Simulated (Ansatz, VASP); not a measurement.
## Na2H2SO: VASP beside Ansatz

Wanted: the spread between two codes on one cell, functional and k mesh. The cell is generated by rule, not measured, and may not be a known phase. The cell is taken from a series of runs on this material, whose earlier steps may have relaxed, scaled, displaced or heated it; both programs get it as it stands.

Program: Ansatz 0.2.0. Level of theory: plane waves, with VASP 6.6.1 beside it; relaxation of cell and atoms at PBEsol. Results are calculated unless marked as measured.

## (1) The structure

Symmetry: Cm, No. 8, monoclinic system. The conventional cell has a = 9.818 Å, b = 3.992 Å, c = 4.281 Å, α = 90.00°, β = 90.22°, γ = 90.00°. Nearest to Na lie 1 O at 2.29 Å and 5 H at 2.89 to 3.00 Å and 4 S at 2.92 to 3.03 Å. Nearest to Na lie 4 H at 2.42 to 2.67 Å and 2 O at 2.73 Å and 3 S at 2.75 to 2.96 Å. H has 1 O at 1.03 Å nearest. Nearest to H lie 1 O at 1.04 Å and 1 H at 1.55 Å and 1 S at 1.93 Å and 2 Na at 2.42 Å. Nearest to S lie 2 H at 1.93 to 2.01 Å and 7 Na at 2.75 to 3.03 Å. Nearest to O lie 2 H at 1.03 to 1.04 Å and 3 Na at 2.29 to 2.73 Å. Farther neighbours and most contacts between anions are not listed.

## (2) Ansatz: relaxation of cell and atoms, PBEsol, pair 1

Ansatz runs on its default PAW (the set named soft_2) files.

The relaxed volume is the usual yardstick between codes: in a stiff, nearly cubic crystal its relative difference is about their pressure difference at one cell divided by the bulk modulus.

The input, input.yaml:

```yaml
crystal:
  lattice:
    - [4.9087626193, -1.996001803, 0.0]
    - [4.9087626193, 1.996001803, 0.0]
    - [-0.0160857835, 0.0, 4.2813518096]
  atoms:
    - { symbol: Na, position: [0.3345968668, 0.3345968668, 0.3046649124] }
    - { symbol: Na, position: [0.6094562323, 0.6094562323, 0.7678080014] }
    - { symbol: H, position: [0.0371182347, 0.0371182347, 0.1448849519] }
    - { symbol: H, position: [0.0283128414, 0.0283128414, 0.5059344102] }
    - { symbol: S, position: [0.8885169596, 0.8885169596, 0.8221726563] }
    - { symbol: O, position: [0.1019988651, 0.1019988651, 0.3332646623] }
kpoints:
  mp_grid: { grid: [6, 6, 6] }
hamiltonian:
  xc: pbesol
scf:
  occupations: { method: fixed }
output:
  forces: true
  stress: true
  eigenvalues: true
relax:
  adjacent_minimum: "off"
  f_tol: 0.001
  max_steps: 60
  cell: { stress_tol: 0.01 }
```

Run with:

```console
$ ansatz run input.yaml --threads 8 --pin off --max-ram 14336MiB --backend cpu --events-out ev --progress --plain --runs-dir out
```

Numbers of over 12 decimals in the logs are rounded to 6 here.

Output:

```text
Engine: ansatz 0.2.0, aarch64-unknown-linux-gnu
Pseudopotentials: kind: paw
Pseudopotential: Na, paw, valence charge 9, recommended cutoff 420 eV (normal), Na.paw.azcp
Pseudopotential: H, paw, valence charge 1, recommended cutoff 420 eV (normal), H.paw.azcp
Pseudopotential: S, paw, valence charge 6, recommended cutoff 420 eV (normal), S.paw.azcp
Pseudopotential: O, paw, valence charge 6, recommended cutoff 420 eV (normal), O.paw.azcp
Functional definition: PBEsol
  exchange = pbesol_x
  correlation = pbesol_c
Crystal: 6 atoms, lattice volume = 83.897 Å³
Basis set: ecut = 420 eV, 1637 PW (Γ), exchange–correlation on 72×72×60 points (8 copies of the dense FFT grid, shifted against one another)
Bands: 22, of which v1, the nominal top of the filled ones, is band 16 counted from 1 (15 counted from 0)
Symmetry: 2 space group operations
Space group: Cm (ITA 8), of the structure as read, at distance tolerance 4.4e-5 Å
k-points: 68 of 216 (time reversal used)
Non-local potential: Na, projectors of the file, l = 0: 3, l = 1: 2, l = 2: 1
Non-local potential: H, projectors of the file, l = 0: 2, l = 1: 1
Non-local potential: S, projectors of the file, l = 0: 2, l = 1: 2, l = 2: 2
Non-local potential: O, projectors of the file, l = 0: 2, l = 1: 2, l = 2: 1
PAW form: soft (Blöchl's): semilocal exchange-correlation on the pseudo side does not see the compensation charge
PAW frozen core: Na, regenerated for the run's functional, and the local potential with it (the file was generated under x = pbe(κ = 0.804, μ = 0.219515), c = pbe(β = 0.066725))
PAW frozen core: S, regenerated for the run's functional, and the local potential with it (the file was generated under x = pbe(κ = 0.804, μ = 0.219515), c = pbe(β = 0.066725))
PAW frozen core: O, regenerated for the run's functional, and the local potential with it (the file was generated under x = pbe(κ = 0.804, μ = 0.219515), c = pbe(β = 0.066725))
PAW one-centre angular grid: Na, 110 points (default); XC on 64 Gauss nodes
PAW one-centre angular grid: H, 110 points (default); XC on 64 Gauss nodes
PAW one-centre angular grid: S, 110 points (default); XC on 64 Gauss nodes
PAW one-centre angular grid: O, 110 points (default); XC on 64 Gauss nodes
Initial density: superposition of atomic densities (neutral atoms: chi_scale 0, normalization atom), corrected by the library's trained network
Initial wavefunctions: pseudopotential atomic-orbital guess
Functional: x = pbesol(κ = 0.804, μ = 0.123457), c = pbesol(β = 0.046)
SCF iter   1: F=—  HF=-4432.524640 eV  |F-HF|=—  |Δ(HF+E_count)|=         —  Δρ=5.50e-3  dr2=2.87e-2  ethr=1.77e-3  ⟨swp⟩=5.0  Hψ=6200  notcnv=0  defer=271
preconditioner: auto → Resta (q_TF=auto, 2.323 Å⁻¹)  ε∞=2.9  [insulator: Δε(μ)=2.104 eV  Ē_g=11.049 eV  n_scr=20 (ndim 8)  ℏωp=15.2 eV  f_vac=0.083  ε∞_Penn≈2.9]
SCF iter   2: F=—  HF=-4432.516874 eV  |F-HF|=—  |Δ(HF+E_count)|=   7.77e-3  Δρ=2.16e-3  dr2=4.04e-3  ethr=8.96e-5  ⟨swp⟩=2.0  Hψ=2578  notcnv=0  defer=272
SCF iter   3: F=—  HF=-4432.516514 eV  |F-HF|=—  |Δ(HF+E_count)|=   3.61e-4  Δρ=8.60e-4  dr2=8.99e-4  ethr=1.26e-5  ⟨swp⟩=2.0  Hψ=2073  notcnv=0  defer=272
SCF iter   4: F=—  HF=-4432.516558 eV  |F-HF|=—  |Δ(HF+E_count)|=   4.44e-5  Δρ=2.69e-4  dr2=8.20e-5  ethr=2.81e-6  ⟨swp⟩=2.0  Hψ=1937  notcnv=0  defer=272
SCF iter   5: F=—  HF=-4432.516657 eV  |F-HF|=—  |Δ(HF+E_count)|=   9.85e-5  Δρ=7.10e-5  dr2=4.22e-6  ethr=2.56e-7  ⟨swp⟩=2.0  Hψ=2091  notcnv=0  defer=270
SCF iter   6: F=—  HF=-4432.516661 eV  |F-HF|=—  |Δ(HF+E_count)|=   4.73e-6  Δρ=2.62e-5  dr2=4.80e-7  ethr=1.32e-8  ⟨swp⟩=2.4  Hψ=2348  notcnv=0  defer=272
SCF iter   7: F=-4432.516661 eV  HF=-4432.516661 eV  |F-HF|=2.25e-8  |Δ(HF+E_count)|=   1.78e-7  Δρ=6.57e-6  dr2=3.79e-8  ethr=3.13e-10  ⟨swp⟩=10.0  Hψ=8398  notcnv=0
SCF 1 converged in 7 iterations: F = -4432.516661 eV  dr2 = 3.79e-8
  greatest PAW one-centre occupation: 0.999 electrons in one spin orbital (limit 2), on the Na atom at site 0 (counted from 0), in its partial waves of l = 0
relax step   1: F+E_penalty+E_count = -4432.51666143 eV  Δ(F+E_penalty+E_count) = +0.000e0 eV  max|allowed force component| = 6.480e-4 eV/Å  Δτ_max = 0.0000 Å  P = +0.004 GPa  Ω = 83.897 Å³  (7 SCF iters, dr2 threshold 1.00e-7 eV, accepted)
[...]
relax step   2: F+E_penalty+E_count = -4432.51663441 eV  Δ(F+E_penalty+E_count) = +2.702e-5 eV  max|allowed force component| = 9.582e-4 eV/Å  Δτ_max = 0.0004 Å  P = -0.000 GPa  Ω = 83.915 Å³  energy of the carried Pulay correction = -2.808e-5 eV  (6 SCF iters, dr2 threshold 3.91e-10 eV, accepted)
[...]
relax step   3: F+E_penalty+E_count = -4432.51666969 eV  Δ(F+E_penalty+E_count) = -3.528e-5 eV  max|allowed force component| = 9.545e-4 eV/Å  Δτ_max = 0.0000 Å  P = +0.000 GPa  Ω = 83.915 Å³  stress off target by 4.59e-3 GPa  SCF on the basis re-selected at this cell (its energy is not comparable with the rows above)  (7 SCF iters)
basis re-selected at this cell: Δ(F+E_penalty+E_count) = -3.528e-5 eV, ΔP = +0.001 GPa vs the last step (what re-selecting the basis moved, of the pressure what is left beyond the Pulay correction that the steps carried, after the strain that the cell walked since its last selection, with what the two solves' SCF thresholds leave and, on support functions, any second-order correction that the steps lacked; it is no m [...]
SCF converged after 7 iterations
Free energy (F): -4432.516670 eV
Harris-Foulkes:  -4432.516670 eV  (|F-HF|=0.00e0)
Internal energy: -4432.516670 eV  (E = F + TS)
E sigma→0 (E₀):  -4432.516670 eV
Fermi energy:    2.943662 eV
--- Per-component energies (eV) ---
  E_band       = -486.432143
  E_kinetic    = 552.035607
  E_local      = -3202.623450  (includes V_loc(G=0)·N_el)
  E_nonlocal   = 311.786143
  E_hartree    = 1138.450340
  E_xc         = -264.334224
  E_vxc        = -304.313382  (∫ρ·V_xc dr)
  E_paw        = -1244.712870  (= ΣΔE_a)
  E_vpaw       = -120.217961  (= ΣTr[D̂ρ^β])
  E_aug_tail   = 0.000218  (compensation charges beyond the density's cutoff)
  E_ewald      = -1723.325057
  E_core_change = 0.206625  (= ΣΔE_core)
  E_smearing   = -0.000000  (= −TS)
  E_closure    = -0.000000  (closes the sum)
  Σ components = -4432.516670   (vs F -4432.516670, Δ=0.00e0)
--- Forces (eV/Å), atoms counted from 1 ---
  atom   1  Na    -0.00095856     0.00000000    -0.00030982
  atom   2  Na     0.00035755     0.00000000     0.00005334
  atom   3  H      0.00058063     0.00000000    -0.00024826
  atom   4  H      0.00061938     0.00000000    -0.00010358
  atom   5  S     -0.00000311     0.00000000     0.00019933
  atom   6  O     -0.00062052     0.00000000     0.00040920
  max |Σ_I F_I| component: 2.46e-5 eV/Å
--- Stress (GPa, compression-positive) ---
       -0.003930       0.000000       0.000475
        0.000000      -0.000005       0.000000
        0.000475       0.000000       0.004564
  P = ⅓ Tr σ = 0.0002 GPa (0.002 kbar)
--- Band table (eV; the first three rows and the last of 68) ---
  k-point 0: bands = [... 12 lower, -0.1968, 1.7169, 2.3533, 2.8761, 5.0756, 7.8007, 9.2825, 10.1204, ... 2 higher]
  k-point 1: bands = [... 12 lower, -0.1867, 1.7391, 1.8730, 2.8907, 5.6155, 8.0539, 9.2807, 10.2872, ... 2 higher]
  k-point 2: bands = [... 12 lower, -0.1666, 1.1723, 1.7854, 2.9204, 6.5306, 8.5380, 9.4946, 9.7772, ... 2 higher]
  k-point 67: bands = [... 12 lower, -0.1600, 1.5558, 1.7496, 2.9055, 6.7081, 8.7435, 9.3374, 10.0020, ... 2 higher]
--- Relaxed structure (2 steps of the walk, 2 accepted, 1 SCFs on fresh bases) ---
  F+E_penalty+E_count = -4432.51666969 eV   max|allowed force component| = 9.545e-4 eV/Å   (the final SCF, on the basis selected at the relaxed cell)
  cell:  # Å, volume = 83.9150 Å³
    - [4.908220, -1.996494, -9.37000702100042e-7]
    - [4.908220, 1.996494, -9.37000702100042e-7]
    - [-0.016085, 0, 4.281710]
  atoms:
    - { symbol: Na, position: [0.334625, 0.334625, 0.304644] }
    - { symbol: Na, position: [0.609431, 0.609431, 0.767740] }
    - { symbol: H, position: [0.037113, 0.037113, 0.144928] }
    - { symbol: H, position: [0.028310, 0.028310, 0.505941] }
    - { symbol: S, position: [0.888516, 0.888516, 0.822189] }
    - { symbol: O, position: [0.102004, 0.102004, 0.333287] }
```

The column dr2 measures how far the density is from self-consistency, as an energy; F and HF (Harris–Foulkes) agree once it is small.

## (3) VASP: relaxation of cell and atoms, PBEsol, pair 1

The same cell, functional and mesh now go to VASP, with its own data sets.

Lines of VASP's logs that name or quote its potential files are left out, and so is its time.

The input, INCAR:

```
SYSTEM = Na2H2SO
PREC = Accurate
ENCUT = 600
EDIFF = 1E-07
NELM = 120
ISMEAR = 0
SIGMA = 0.01
LREAL = .FALSE.
ALGO = Normal
GGA = PS
NBANDS = 20
LORBIT = 11
LWAVE = .FALSE.
LCHARG = .FALSE.
ISIF = 3
IBRION = 2
NSW = 80
EDIFFG = -0.005
LASPH = .TRUE.
GGA_COMPAT = .FALSE.
NELMIN = 4
EFERMI = MIDGAP
KPAR = 2
```

The input, POSCAR:

```
Na2H2SO
1.0
    4.9087630000     -1.9960020000      0.0000000000
    4.9087630000      1.9960020000      0.0000000000
   -0.0160860000      0.0000000000      4.2813520000
Na H S O
2 2 1 1
Direct
    0.3345968058      0.3345968058      0.3046649750
    0.6094561867      0.6094561867      0.7678079261
    0.0371182737      0.0371182737      0.1448848401
    0.0283128825      0.0283128825      0.5059343404
    0.8885168695      0.8885168695      0.8221725287
    0.1019989042      0.1019989042      0.3332645856
```

The input, KPOINTS:

```
Automatic mesh
0
Gamma
6 6 6
0 0 0
```

The projector-augmented-wave data sets are Na_pv, H, S and O (PBE family, release 64).

Run with:

```console
$ mpirun -np 2 vasp_std
```

Output:

```text
[banner, memory and clock lines left out]
running    2 mpi-ranks, on    1 nodes
 distrk:  each k-point on    1 cores,    2 groups
 distr:  one band on    1 cores,    1 groups

 POSCAR found type information on POSCAR NaH S O
 POSCAR found :  4 types and       6 ions
|                                                                             |
|               ----> ADVICE to this user running VASP <----                  |
|                                                                             |
|     You enforced a specific xc type in the INCAR file but a different       |
|     [... a line on the potential file left out ...]
|     I HOPE YOU KNOW WHAT YOU ARE DOING!                                     |
|                                                                             |

 LDA part: xc-table for (Slater+PW92), standard interpolation
 POSCAR, INCAR and KPOINTS ok, starting setup
 FFT: planning ... GRIDC
 FFT: planning ... GRID_SOFT
 FFT: planning ... GRID
 WAVECAR not read
 entering main loop
       N       E                     dE             d eps       ncg     rms          rms(c)
DAV:   1     0.262001874714E+03    0.26200E+03   -0.15250E+04  2720   0.163E+03
DAV:   2     0.204667778830E+01   -0.25996E+03   -0.24841E+03  2928   0.409E+02
DAV:   3    -0.261677424402E+02   -0.28214E+02   -0.27788E+02  3264   0.132E+02
DAV:   4    -0.271274764591E+02   -0.95973E+00   -0.95742E+00  3344   0.250E+01
DAV:   5    -0.271485648785E+02   -0.21088E-01   -0.21085E-01  3340   0.371E+00    0.767E+00
DAV:   6    -0.253630352786E+02    0.17855E+01   -0.64424E+00  3752   0.174E+01    0.369E+00
DAV:   7    -0.252717642420E+02    0.91271E-01   -0.37808E-01  3236   0.401E+00    0.242E+00
DAV:   8    -0.252496773397E+02    0.22087E-01   -0.92623E-02  4212   0.224E+00    0.572E-01
DAV:   9    -0.252499172752E+02   -0.23994E-03   -0.18295E-02  3752   0.924E-01    0.154E-01
DAV:  10    -0.252502568095E+02   -0.33953E-03   -0.36212E-03  3276   0.411E-01    0.129E-01
DAV:  11    -0.252504108865E+02   -0.15408E-03   -0.35597E-04  3188   0.125E-01    0.762E-02
DAV:  12    -0.252504613702E+02   -0.50484E-04   -0.57212E-04  3100   0.138E-01    0.326E-02
DAV:  13    -0.252504457358E+02    0.15634E-04   -0.67960E-05  3272   0.536E-02    0.933E-03
DAV:  14    -0.252504460566E+02   -0.32081E-06   -0.45220E-06  3180   0.138E-02    0.452E-03
DAV:  15    -0.252504459939E+02    0.62699E-07   -0.30875E-06  3540   0.998E-03    0.291E-03
DAV:  16    -0.252504459438E+02    0.50080E-07   -0.15285E-07  2552   0.293E-03
   1 F= -.25250446E+02 E0= -.25250446E+02  d E =-.252504E+02
[... from here on, the cycles between the ionic steps are left out ...]
   2 F= -.25250277E+02 E0= -.25250277E+02  d E =0.169432E-03
   3 F= -.25250751E+02 E0= -.25250751E+02  d E =-.305307E-03
   6 F= -.25250961E+02 E0= -.25250961E+02  d E =-.209665E-03
   7 F= -.25250963E+02 E0= -.25250963E+02  d E =-.239481E-05
   8 F= -.25250978E+02 E0= -.25250978E+02  d E =-.174683E-04
   9 F= -.25250996E+02 E0= -.25250996E+02  d E =-.177581E-04
  10 F= -.25251001E+02 E0= -.25251001E+02  d E =-.229097E-04
  11 F= -.25251007E+02 E0= -.25251007E+02  d E =-.284476E-04
  12 F= -.25251005E+02 E0= -.25251005E+02  d E =-.261282E-04
  13 F= -.25251005E+02 E0= -.25251005E+02  d E =-.263112E-04
  14 F= -.25251016E+02 E0= -.25251016E+02  d E =-.112910E-04
  15 F= -.25251016E+02 E0= -.25251016E+02  d E =-.115627E-04
  16 F= -.25251023E+02 E0= -.25251023E+02  d E =-.704356E-05
  17 F= -.25251032E+02 E0= -.25251032E+02  d E =-.159580E-04
 curvature:  -1.85 expect dE=-0.893E-05 dE for cont linesearch -0.106E-07
 trial: gam= 0.49386 g(F)=  0.432E-05 g(S)=  0.496E-06 ort = 0.619E-06 (trialstep = 0.516E+00)
 search vector abs. value=  0.219E-04
 bond charge predicted
       N       E                     dE             d eps       ncg     rms          rms(c)
DAV:   1    -0.252510352965E+02   -0.30463E-05   -0.59681E-04  3032   0.172E-01    0.106E-02
DAV:   2    -0.252510350809E+02    0.21564E-06   -0.13371E-05  3216   0.285E-02    0.615E-03
DAV:   3    -0.252510344090E+02    0.67187E-06   -0.93817E-07  3424   0.805E-03    0.177E-03
DAV:   4    -0.252510343705E+02    0.38513E-07   -0.10892E-07  1864   0.273E-03
  18 F= -.25251034E+02 E0= -.25251034E+02  d E =-.215442E-05
 trial-energy change:   -0.000002  1 .order   -0.000002   -0.000003   -0.000002
 step:   1.2735(harm=  1.2735)  dis= 0.00070  next Energy=   -25.251035 (dE=-0.326E-05)
 reached required accuracy - stopping structural energy minimisation
```

OUTCAR, selected parts (step 3):

```text
ion  position               nearest neighbor table
   1  0.335  0.335  0.305-   6 2.29
   2  0.609  0.609  0.768-   5 2.75
   3  0.037  0.037  0.145-   6 1.03
   4  0.028  0.028  0.506-   6 1.04
   5  0.889  0.889  0.822-   2 2.75
   6  0.102  0.102  0.333-   3 1.03   4 1.04   1 2.29

  LATTYP: Found a base centered monoclinic cell.
 ALAT       =     9.8175260000
 B/A-ratio  =     0.4066201607
 C/A-ratio  =     0.4360958371
 COS(beta)  =    -0.0037571978

 Subroutine GETGRP returns: Found  2 space group operations
 (whereof  2 operations were pure point group operations)

The static configuration has the point symmetry C_1h.

 Found     68 irreducible k-points:

   k-points           NKPTS =     68   k-points in BZ     NKDIM =     68   number of bands    NBANDS=     20

   dimension x,y,z NGX =    42 NGY =   42 NGZ =   36
   dimension x,y,z NGXF=    84 NGYF=   84 NGZF=   72

   ENCUT  =  600.0 eV  44.10 Ry    6.64 a.u.  10.58 10.58  8.55*2*pi/ulx,y,z

   NELECT =      28.0000    total number of electrons

 k-points in reciprocal lattice and weights: Automatic mesh
   0.00000000  0.00000000  0.00000000       0.005
   0.16666667 -0.00000000  0.00000000       0.019
   0.33333333 -0.00000000  0.00000000       0.019
   0.50000000 -0.00000000  0.00000000       0.009
   0.16666667  0.16666667  0.00000000       0.009
   0.33333333  0.16666667  0.00000000       0.019
   0.50000000  0.16666667  0.00000000       0.019
  -0.33333333  0.16666667 -0.00000000       0.019
  -0.16666667  0.16666667  0.00000000       0.009
[...]
-0.33333333  0.33333333  0.50000000       0.009
   0.50000000  0.50000000  0.50000000       0.005

 average (electrostatic) potential at core
       1 -47.1191       2 -47.7594       3 -37.2163       4 -37.1473       5 -88.3484
       6 -74.6427

 E-fermi :   2.1544

 k-point     1 :       0.0000    0.0000    0.0000
  band No.  band energies     occupation
    ...
     10      -4.6424      2.00000
     11      -2.0210      2.00000
     12      -0.1551      2.00000
     13       0.4880      2.00000
     14       1.0086      2.00000
     15       3.2306      0.00000
     16       5.9525      0.00000
     17       7.4329      0.00000
     18       8.2666      0.00000
     19       9.0987      0.00000
    ...

 k-point     2 :       0.1667   -0.0000    0.0000
  band No.  band energies     occupation
    ...
     10      -4.6045      2.00000
     11      -2.2036      2.00000
     12      -0.2234      2.00000
     13       0.4103      2.00000
     14       0.5074      2.00000
     15       3.9254      0.00000
     16       6.1977      0.00000
     17       7.6421      0.00000
     18       8.4203      0.00000
     19       8.6364      0.00000
    ...

 k-point     3 :       0.3333   -0.0000    0.0000
  band No.  band energies     occupation
    ...
     10      -4.5197      2.00000
     11      -2.5749      2.00000
     12      -0.4793      2.00000
     13      -0.2087      2.00000
     14       0.5496      2.00000
     15       5.0192      0.00000
     16       6.5419      0.00000
     17       7.4809      0.00000
     18       8.6999      0.00000
     19       8.8181      0.00000
    ...

  Total       -0.0014440      0.0024582     -0.0064827      0.0000000      0.0000000      0.0007989
  in kB       -0.0276653      0.0470953     -0.1241998      0.0000000      0.0000000      0.0153049
  external PRESSURE =      -0.0349233 kB  Pullay stress =       0.0000000 kB

  energy-cutoff  :      600.00
  volume of cell :       83.63
      direct lattice vectors                 reciprocal lattice vectors
     4.909702282 -1.993847773 -0.000447374     0.101839205 -0.250771401  0.000392898
     4.909702282  1.993847773 -0.000447374     0.101839205  0.250771401  0.000392898
    -0.016479117  0.000000000  4.271383818     0.000021333  0.000000000  0.234116248

 POSITION                                       TOTAL-FORCE (eV/Angst)
 -----------------------------------------------------------------------------------
      3.28157      0.00000      1.30199        -0.003272      0.000000      0.001911
      5.97481      0.00000      3.27803         0.001890      0.000000     -0.001702
      0.35975      0.00000      0.61338        -0.000960      0.000000      0.000278
      0.26661      0.00000      2.16648        -0.002026      0.000000      0.000937
      8.71350      0.00000      3.51099         0.000920      0.000000     -0.001308
      0.99513      0.00000      1.42351         0.003448      0.000000     -0.000117
 -----------------------------------------------------------------------------------
    total drift:                                0.000033      0.000000      0.000319

  FREE ENERGIE OF THE ION-ELECTRON SYSTEM (eV)
  ---------------------------------------------------
  free  energy   TOTEN  =       -25.2510343705 eV

  energy  without entropy=      -25.2510343705  energy(sigma->0) =      -25.25103437

 reached required accuracy - stopping structural energy minimisation

 total charge
# of ion       s       p       d       tot
------------------------------------------
    1        0.053   5.985   0.000   6.037
    2        0.052   5.981   0.000   6.033
    3        0.546   0.112   0.000   0.658
    4        0.540   0.112   0.000   0.651
    5        1.310   2.423   0.000   3.733
    6        1.556   3.588   0.000   5.144
--------------------------------------------------
tot          4.057  18.201   0.000  22.258

[... 3 further parts left out ...]
```

The run keeps the 2 symmetry operations of its start, so it cannot find a distortion of lower symmetry.

(Part 1 of 2 ends here.)

[Lines on the potential files, build, host, timing and source positions are cut from VASP's logs without a mark.]

[Logs are printed without paths, hosts, clocks, repeated set-up lines and the standing remarks that a program may print on its own settings, such as how far it seeks lower states.]

[Hosts, paths, dates, database ids (printed as entryN), source tags and the programs' standing remarks are cut or masked in the printed files.]
